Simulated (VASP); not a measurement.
Energy against volume of ZrB₂ (AlB2 type). These are revPBE GGA, VASP's PBE PAW potentials (set 64) (plane waves; VASP) values and carry that method's errors. Settings: 520 eV cut-off, 11×11×9 Γ-centred mesh, first-order Methfessel-Paxton smearing of 0.10 eV, potentials Zr_sv B.

Shape and ions are relaxed at each volume.

| V (Å³/atom) | E (eV/atom) |
|---|---|
| 10.091 | -8.03381 |
| 10.403 | -8.04111 |
| 10.715 | -8.03486 |
| 11.027 | -8.01693 |

Question: Fit these four points and predict the energy of the run at 9.779 Å³/atom.

Answer: A cubic in V^(−2/3), the third-order Birch-Murnaghan form, passes through the four points with V0 = 10.41 Å³/atom and B0 = 231 GPa, and gives -8.0108 eV/atom there. The run gave -8.0108 eV/atom, +0.0 meV/atom from the fit; all five points give B0 = 231 GPa.

The compound is ZrB2 in the AlB2 type structure. It was relaxed first.
